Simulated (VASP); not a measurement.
VASP ran on this input.

**KPOINTS**
```
Automatic mesh
0
Gamma
9 9 9
0 0 0
```

### INCAR
```
ALGO = Normal
EDIFF = 1E-6
ENCUT = 300
GGA = PE
ISIF = 2
ISMEAR = 0
LASPH = T
LCHARG = F
LMAXMIX = 4
LREAL = F
LWAVE = F
NELM = 100
PREC = Accurate
SIGMA = 0.1
SYSTEM = CoGa
```

File POSCAR:
```
CoGa
1
    2.8224000000     0.0000000000     0.0000000000
    0.0000000000     2.8224000000     0.0000000000
    0.0000000000     0.0000000000     2.8224000000
Ga Co
1 1
Direct
  0.4968180000   0.5323060000   0.4883190000
  0.0031820000  -0.0323060000   0.0116810000
```

POTCAR, in this order: Ga_d Co (PBE.64 set). Program: vasp_std.

Question: Translate this PBE calculation to Ansatz.

Answer: One equivalent input (not run):
Ansatz 0.2 input:
```yaml
crystal:
  lattice:
    - [2.8224000, 0.0000000, 0.0000000]
    - [0.0000000, 2.8224000, 0.0000000]
    - [0.0000000, 0.0000000, 2.8224000]
  atoms:
    - { symbol: Ga, position: [0.4968180, 0.5323060, 0.4883190] }
    - { symbol: Co, position: [0.0031820, -0.0323060, 0.0116810] }
kpoints:
  mp_grid: { grid: [9, 9, 9] }
hamiltonian:
  xc: pbe
  pseudopotentials: { kind: paw }
scf:
  occupations: { method: gaussian, width: 0.1 }
  max_iter: 100
output: { forces: true, stress: true, eigenvalues: true }
```
The two are equivalent in intent, not identical: each code has its own PAW files, so the cut-off isn't converted (ENCUT is set for VASP's; basis.ecutwfc is left out, and Ansatz then takes the one that its files recommend); Ansatz stops its SCF on the density residual and VASP on the energy change (EDIFF).

The structure is a typed CoGa crystal. The cell was not relaxed at this level, atoms are displaced from their ideal sites.
